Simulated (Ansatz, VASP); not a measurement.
## Si2B2C in VASP and in Ansatz

INCAR

```
PREC = Accurate
ENCUT = 520
EDIFF = 1E-6
ISMEAR = 0
SIGMA = 0.1
LREAL = F
LASPH = T
NELM = 100
ALGO = Normal
ISIF = 2
LWAVE = F
LCHARG = F
GGA = PE
NBANDS = 17
```

KPOINTS

```
regular mesh
0
Gamma
  6 6 4
```

The input POSCAR:

```
Si2B2C
1.0
    3.6132720700      0.0000000000      0.0000000000
   -1.8066360400      3.1291854100      0.0000000000
    0.0000000000      0.0000000000      5.9603258700
Si B C
2 2 1
Direct
    0.0000000000      0.0000000000      0.5000000000
    0.0000000000      0.0000000000      0.0000000000
    0.6666666700      0.3333333300      0.2437968000
    0.6666666700      0.3333333300      0.7562032000
    0.3333333300      0.6666666700      0.0000000000
```

Input for Ansatz:

```yaml
crystal:
  lattice:
    - [3.61327207, 0.0, 0.0]
    - [-1.80663604, 3.12918541, 0.0]
    - [0.0, 0.0, 5.96032587]
  atoms:
    - { symbol: Si, position: [0.0, 0.0, 0.5] }
    - { symbol: Si, position: [0.0, 0.0, 0.0] }
    - { symbol: B, position: [0.66666667, 0.33333333, 0.2437968] }
    - { symbol: B, position: [0.66666667, 0.33333333, 0.7562032] }
    - { symbol: C, position: [0.33333333, 0.66666667, 0.0] }
basis:
  ecutwfc: 420
kpoints:
  mp_grid: { grid: [6, 6, 4] }
hamiltonian:
  xc: pbe
scf:
  occupations: { method: gaussian, width: 0.1 }
  lower_state_search: "off"
output:
  forces: true
  stress: true
  eigenvalues: true
```

Alike in both runs: task single point; functional PBE; k mesh 6 × 6 × 4; occupations gaussian, width 0.1 eV; no spin polarisation.

|  | VASP | Ansatz |
| --- | --- | --- |
| version | VASP 6.6.1 | Ansatz 0.2.0 |
| potentials or method | VASP PAW PBE potentials, release 64 (Si, B, C) | scalar-relativistic, plane waves, PAW |
| plane-wave cutoff (eV) | 520 | 420 |
| valence electrons in the cell | 18 | 18 |

Ansatz gave:

```
gap on the k mesh at the Fermi level (eV)       : none
pressure (GPa)                                  : -22.7
largest component of the traceless stress (GPa) : 5.28
rms of the force components (eV/Å)              : 0.462
```

**Question.** Estimate VASP's values.

**Answer.** gap on the k mesh at the Fermi level (eV): none; pressure (GPa): -22.7; largest component of the traceless stress (GPa): 5.26; rms of the force components (eV/Å): 0.462.

Atom by atom the forces differ by 0.000 eV/Å (rms over components). A gap of «none» marks a metal or a gap that the smearing closes. With one functional, cell and mesh, what is left measures potentials, basis and numerics.

Caveats: so large a pressure means that the cell lies far from this level's equilibrium, or that cutoff or potentials fall short (VASP); forces of over 1 eV/Å show positions far from the minimum, so gaps and moduli don't describe the material at rest.
